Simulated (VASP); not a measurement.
These are r2SCAN meta-GGA, VASP's PBE PAW potentials (set 64) (plane waves; VASP 6.6.1) values and carry that method's errors.

VASP input:

INCAR:
```
ALGO = Normal
EDIFF = 1E-7
ENCUT = 600
ISIF = 2
ISMEAR = 1
LASPH = .TRUE.
LCHARG = .FALSE.
LMAXMIX = 6
LMIXTAU = .TRUE.
LREAL = .FALSE.
LWAVE = .FALSE.
METAGGA = R2SCAN
NELM = 100
PREC = Accurate
SIGMA = 0.1
SYSTEM = WC
```

File KPOINTS:
```
Regular mesh
0
gamma
14 14 12
0 0 0
```

**POSCAR**
```
WC
1
    1.4147731484    -2.4504590475     0.0000000000
    1.4147731484     2.4504590475     0.0000000000
    0.0000000000     0.0000000000     2.7547575805
W C
1 1
Direct
  0.0000000000   0.0000000000   0.0000000000
  0.3333330000   0.6666670000   0.5000000000
```

POTCAR, in this order: W_sv C (PBE.64 set). Program: vasp_std.

Output

**OSZICAR**
```
       N       E                     dE             d eps       ncg     rms          rms(c)
DAV:   1     0.809567251881E+02    0.80957E+02   -0.10957E+04  4368   0.177E+03
DAV:   2    -0.643536522527E+02   -0.14531E+03   -0.14153E+03  5028   0.424E+02
DAV:   3    -0.684432681461E+02   -0.40896E+01   -0.40545E+01  5154   0.651E+01
DAV:   4    -0.684779056572E+02   -0.34638E-01   -0.34615E-01  4868   0.644E+00
DAV:   5    -0.684781539162E+02   -0.24826E-03   -0.24825E-03  5013   0.566E-01    0.402E+01
DAV:   6    -0.609865502478E+02    0.74916E+01   -0.82293E+00  4813   0.373E+01    0.876E+00
DAV:   7    -0.612912256194E+02   -0.30468E+00   -0.41213E-01  4613   0.732E+00    0.639E+00
DAV:   8    -0.612194981494E+02    0.71727E-01   -0.23036E-01  4403   0.558E+00    0.118E+00
DAV:   9    -0.613683887152E+02   -0.14889E+00   -0.13168E-01  4408   0.383E+00    0.871E-01
DAV:  10    -0.613761546195E+02   -0.77659E-02   -0.15005E-02  4648   0.115E+00    0.391E-01
DAV:  11    -0.613766931724E+02   -0.53855E-03   -0.12251E-03  5153   0.324E-01    0.264E-01
DAV:  12    -0.613766941655E+02   -0.99309E-06   -0.46927E-04  4448   0.275E-01    0.525E-02
DAV:  13    -0.613768523251E+02   -0.15816E-03   -0.65876E-05  4528   0.843E-02    0.236E-02
DAV:  14    -0.613769094694E+02   -0.57144E-04   -0.82421E-05  4803   0.808E-02    0.779E-03
DAV:  15    -0.613769132998E+02   -0.38304E-05   -0.24308E-06  4518   0.187E-02    0.447E-03
DAV:  16    -0.613769120046E+02    0.12952E-05   -0.39985E-07  4578   0.789E-03    0.324E-03
DAV:  17    -0.613769125203E+02   -0.51567E-06   -0.11065E-07  2286   0.398E-03    0.290E-04
DAV:  18    -0.613769121321E+02    0.38815E-06   -0.12304E-08  2209   0.128E-03    0.207E-04
DAV:  19    -0.613769121618E+02   -0.29619E-07   -0.45216E-09  2214   0.678E-04
   1 F= -.61376912E+02 E0= -.61376860E+02  d E =-.157362E-03
```

### OUTCAR
```
------------------------ aborting loop because EDIFF is reached ----------------------------------------
  FORCE on cell =-STRESS in cart. coord.  units (eV):
  Direction    XX          YY          ZZ          XY          YZ          ZX
  --------------------------------------------------------------------------------------
  Total        5.0486983      5.0486986      5.9155488     -0.0000000      0.0000000      0.0000000
  in kB      423.4892199    423.4892452    496.2013997     -0.0000000      0.0000000      0.0000000
  external PRESSURE =     447.7266216 kB  Pullay stress =       0.0000000 kB
  volume of cell :       19.10
      direct lattice vectors                 reciprocal lattice vectors
     1.414773148 -2.450459047  0.000000000     0.353413549 -0.204043402  0.000000000
     1.414773148  2.450459047  0.000000000     0.353413549  0.204043402  0.000000000
     0.000000000  0.000000000  2.754757581     0.000000000  0.000000000  0.363008349
 POSITION                                       TOTAL-FORCE (eV/Angst)
 -----------------------------------------------------------------------------------
      0.00000      0.00000      0.00000         0.000000      0.000000      0.000000
      1.41477      0.81682      1.37738         0.000000      0.000000      0.000000
 -----------------------------------------------------------------------------------
    total drift:                                0.000000     -0.000371      0.000000
  FREE ENERGIE OF THE ION-ELECTRON SYSTEM (eV)
  ---------------------------------------------------
  free  energy   TOTEN  =       -61.3769121618 eV

  energy  without entropy=      -61.3767547998  energy(sigma->0) =      -61.37685971
```
(Selected blocks of OUTCAR.)

The compound is WC in the wc structure. This cell was strained or had an atom moved on purpose.
